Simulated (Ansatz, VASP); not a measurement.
# Cross-check of Co (Cobalt) between VASP and Ansatz, part 2 of 2

One calculation is typed for both programs; each brings its own data sets. How far apart do they land? The cell is taken from a series of runs on this material, whose earlier steps may have relaxed, scaled, displaced or heated it; both programs get it as it stands.

VASP 6.6.1 and Ansatz 0.2.0.

So far. Step 6 (VASP: single point, PBE, pair 2): The run ends at a pressure of -4.67 GPa.

**8. Ansatz: single point, PBE, pair 3**

Level of this step: Ansatz beside VASP: Kohn-Sham DFT, plane waves, PBE (Ansatz).

A single point gives forces, pressure and levels at one fixed geometry, so differences don't come from the geometry; what else differs is listed under the comparison. This pair takes another cell of the material, with 4 atoms against 2 for the pair before.

The cell is taken from a series of runs on this material, whose earlier steps may have relaxed, scaled, displaced or heated it; both programs get it as it stands.

File input.yaml:

```yaml
crystal:
  lattice:
    - [2.5074, 0.0, 0.0]
    - [-2.5074, 4.3429441948, 0.0]
    - [0.0, 0.0, 4.0699]
  atoms:
    - { symbol: Co, position: [0.3333333333, 0.3333333334, 0.25], spin: 2.0 }
    - { symbol: Co, position: [0.3333333333, 0.8333333333, 0.25], spin: -2.0 }
    - { symbol: Co, position: [0.6666666667, 0.1666666666, 0.75], spin: -2.0 }
    - { symbol: Co, position: [0.6666666667, 0.6666666666, 0.75], spin: 2.0 }
magnetization:
  spin_polarized: true
kpoints:
  mp_grid: { grid: [18, 9, 10] }
hamiltonian:
  xc: pbe
scf:
  occupations: { method: fermi_dirac, width: 0.1 }
checkpoint:
  write: ground.run
  compress: false
  write_wavefunctions: false
  write_every: 100000
```

Command:

```bash
$ ansatz run input.yaml --threads 2 --pin off --max-ram 5120MiB --backend cpu --events-out ev --progress --plain --runs-dir out
```

Numbers of over 12 decimals in the logs are rounded to 6 here.

Output:

```text
[...]
Crystal: 4 atoms, lattice volume = 44.319 Å³
Basis set: ecut = 420 eV, 843 PW (Γ)
Bands: 46, of which v1, the nominal top of the filled ones, is band 34 counted from 1 (33 counted from 0)
Symmetry: 8 space group operations
[...]
k-points: 300 of 1620
[...]
Starting moments: Σ|m| = 8 μB on 4 of 4 sites
[...]
Absolute magnetization: 7.1515 μB (∫|ρ↑−ρ↓|, with the PAW one-centre terms)
[...]
Per-site moments (μB) at R_I (Å): [(1.695369, 1.030153), (1.695351, 1.030153), (1.695351, 1.030153), (1.695369, 1.030153)]
Free energy (F): -20504.655744 eV
[...]
Internal energy: -20504.531793 eV  (E = F + TS)
E sigma→0 (E₀):  -20504.593768 eV
Entropy (-TS):   -0.123951 eV (-30.988 meV/atom)
Fermi energy:    18.239939 eV
[...]
[key lines of the parts left out:]
SCF converged after 18 iterations
Magnetization: 6.4696 μB (37.2348 up, 30.7652 down)
```

**9. VASP: single point, PBE, pair 3**

The same cell, functional, mesh and smearing now go to VASP, with its own data sets.

File INCAR:

```
SYSTEM = Co
PREC = Accurate
ENCUT = 520
EDIFF = 1E-06
NELM = 200
ISMEAR = -1
SIGMA = 0.1
LREAL = .FALSE.
ALGO = Normal
GGA = PE
NBANDS = 30
ISPIN = 2
MAGMOM = 1.7 1.7 1.7 1.7
LASPH = .TRUE.
LMAXMIX = 4
LORBIT = 11
LWAVE = .FALSE.
LCHARG = .FALSE.
ISIF = 2
GGA_COMPAT = .FALSE.
KPAR = 2
```

File POSCAR:

```
Co
1.0
    2.5074000000      0.0000000000      0.0000000000
   -2.5074000000      4.3429441948      0.0000000000
    0.0000000000      0.0000000000      4.0699000000
Co
4
Direct
    0.3333333333      0.3333333334      0.2500000000
    0.3333333333      0.8333333333      0.2500000000
    0.6666666667      0.1666666666      0.7500000000
    0.6666666667      0.6666666666      0.7500000000
```

File KPOINTS:

```
Automatic mesh
0
Gamma
18 9 10
0 0 0
```

PAW data sets: Co (PBE family, release 64).

Command:

```bash
$ mpirun -np 2 vasp_std
```

Output:

```text
[banner, memory and clock lines left out]
running    2 mpi-ranks, on    1 nodes
[...]
LDA part: xc-table for (Slater+PW92), standard interpolation
 POSCAR, INCAR and KPOINTS ok, starting setup
[...]
entering main loop
       N       E                     dE             d eps       ncg     rms          rms(c)
DAV:   1     0.235704132901E+03    0.23570E+03   -0.15621E+04 36208   0.161E+03
DAV:   2    -0.179331237049E+02   -0.25364E+03   -0.23668E+03 36048   0.309E+02
DAV:   3    -0.322580643767E+02   -0.14325E+02   -0.13419E+02 40080   0.991E+01
DAV:   4    -0.324821813090E+02   -0.22412E+00   -0.22386E+00 40858   0.125E+01
[...]
DAV:  12    -0.281867695349E+02    0.59305E-05   -0.57724E-05 39980   0.632E-02    0.269E-02
DAV:  13    -0.281867655237E+02    0.40112E-05   -0.59880E-06 47928   0.243E-02    0.171E-02
DAV:  14    -0.281867657566E+02   -0.23294E-06   -0.13519E-06 30342   0.957E-03
   1 F= -.28186766E+02 E0= -.28123931E+02  d E =-.125670E+00  mag=     6.4384
```

OUTCAR, selected parts (step 9):

```text
  Total       -1.2375102     -1.2374849     -1.3968620      0.0000000     -0.0000000      0.0000000
  in kB      -44.7370928    -44.7361767    -50.4978021      0.0000000     -0.0000000      0.0000000
  external PRESSURE =     -46.6570238 kB  Pullay stress =       0.0000000 kB

 POSITION                                       TOTAL-FORCE (eV/Angst)
 -----------------------------------------------------------------------------------
     -0.00000      1.44765      1.01747         0.000000     -0.000003      0.000000
     -1.25370      3.61912      1.01747         0.000000     -0.000003      0.000000
      1.25370      0.72382      3.05242        -0.000000      0.000003      0.000000
      0.00000      2.89530      3.05242        -0.000000      0.000003      0.000000
 -----------------------------------------------------------------------------------
    total drift:                               -0.000000     -0.000000     -0.000000

  FREE ENERGIE OF THE ION-ELECTRON SYSTEM (eV)
  ---------------------------------------------------
  free  energy   TOTEN  =       -28.1867657566 eV

  energy  without entropy=      -28.0610956725  energy(sigma->0) =      -28.12393071

 magnetization (x)
# of ion       s       p       d       tot
------------------------------------------
    1       -0.015  -0.054   1.703   1.634
    2       -0.015  -0.054   1.703   1.634
    3       -0.015  -0.054   1.703   1.634
    4       -0.015  -0.054   1.703   1.634
--------------------------------------------------
tot         -0.059  -0.216   6.810   6.535

[... 3 further parts left out ...]
[key lines of the parts left out:]
E-fermi :   9.9674
```

The run ends at a pressure of -4.67 GPa.

**10. Differences**

What differs besides the data sets and the points named for the pairs above, as far as they apply: the data sets hold 68 valence electrons in Ansatz (on its default PAW (the set named soft_2) files) and 36 in VASP. Total energies have different zeros and are not compared.

The two programs side by side:

```
          quantity  Ansatz  VASP  difference
 total moment (μB)    6.47  6.44       +0.03
moment on Co1 (μB)    1.70  1.63       +0.06
moment on Co2 (μB)    1.70  1.63       +0.06
moment on Co3 (μB)    1.70  1.63       +0.06
moment on Co4 (μB)    1.70  1.63       +0.06
```

**11. What came out**

- difference in total moment (single point, PBE, pair 1): 0.016 μB
- difference in total moment (single point, PBE, pair 2): 0.016 μB
- difference in total moment (single point, PBE, pair 3): 0.031 μB

The difference in total moment is 0.016 μB (single point, PBE, pair 1). The data sets hold unlike numbers of valence electrons (34 in Ansatz and 18 in VASP and 68 in Ansatz and 36 in VASP), so part of the differences comes from the potentials. 1 further run of this series is not shown here. How closely two codes agree says nothing of how well the functional describes the real material.

[Lines on the potential files, build, host, timing and source positions are cut from VASP's logs without a mark.]

[Logs are printed without paths, hosts, clocks, repeated set-up lines and the standing remarks that a program may print on its own settings, such as how far it seeks lower states.]

[Hosts, paths, dates, database ids (printed as entryN), source tags and the programs' standing remarks are cut or masked in the printed files.]
